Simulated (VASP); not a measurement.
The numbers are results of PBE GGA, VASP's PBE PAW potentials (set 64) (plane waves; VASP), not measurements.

A VASP calculation is set up with these files.

File POSCAR:
```
SnSe2
1.0
  1.9453639801  -3.3694694779   0.0000000000
  1.9453639801   3.3694694779   0.0000000000
  0.0000000000   0.0000000000   6.7217087125
Sn Se
1 2
Cartesian
  0.0000000000   0.0000000000   0.0000000000
  1.9453639801   1.1231587389   1.5871017329
  1.9453639801  -1.1231587389   5.1346069796
```

### INCAR
```
SYSTEM  =  SnSe2
PREC  =  Accurate; ENCUT  =  400; LREAL  =  .FALSE.
LASPH  =  .TRUE.
EDIFF  =  1E-6; NELM  =  100; ALGO  =  Normal
LMAXMIX  =  4
ISMEAR  =  0; SIGMA  =  0.05
GGA  =  PE
IBRION  =  2; NSW  =  60; ISIF  =  3
EDIFFG  =  -0.02
LWAVE  =  .FALSE.; LCHARG  =  .FALSE.
```

### KPOINTS
```
Automatic mesh
0
Gamma
6 6 3
0 0 0
```

POTCAR, in this order: Sn_d Se (PBE.64 set). Program: vasp_std.

Without a dispersion term in the relaxation, distances and binding between the weakly bound layers, chains or molecules are unreliable, and so is what depends on them.

Question: Estimate the energy per atom (σ→0), volume per atom.

Answer: 
| Quantity | Value |
|---|---|
| energy per atom (σ→0) | -3.954 eV/atom |
| volume per atom | 29.85 Å³/atom |

OSZICAR:
```
...
DAV:   2    -0.118662185513E+02    0.89759E-02   -0.43790E-02   622   0.233E+00    0.355E-01
DAV:   3    -0.118620041203E+02    0.42144E-02   -0.87642E-03   657   0.114E+00    0.135E-01
DAV:   4    -0.118616600683E+02    0.34405E-03   -0.11636E-03   834   0.352E-01    0.454E-02
DAV:   5    -0.118616493915E+02    0.10677E-04   -0.10190E-04   702   0.871E-02    0.196E-02
DAV:   6    -0.118616533006E+02   -0.39090E-05   -0.19574E-05   688   0.412E-02    0.456E-03
DAV:   7    -0.118616552502E+02   -0.19496E-05   -0.23373E-06   502   0.121E-02    0.220E-03
DAV:   8    -0.118616558448E+02   -0.59454E-06   -0.61704E-07   436   0.679E-03
  18 F= -.11861656E+02 E0= -.11861656E+02  d E =-.543374E-03
```

The compound is SnSe2 in the 1T layered structure. This run relaxes it. Symmetry was kept, so distortions that lower it aren't found. The start is the result of an earlier pass.
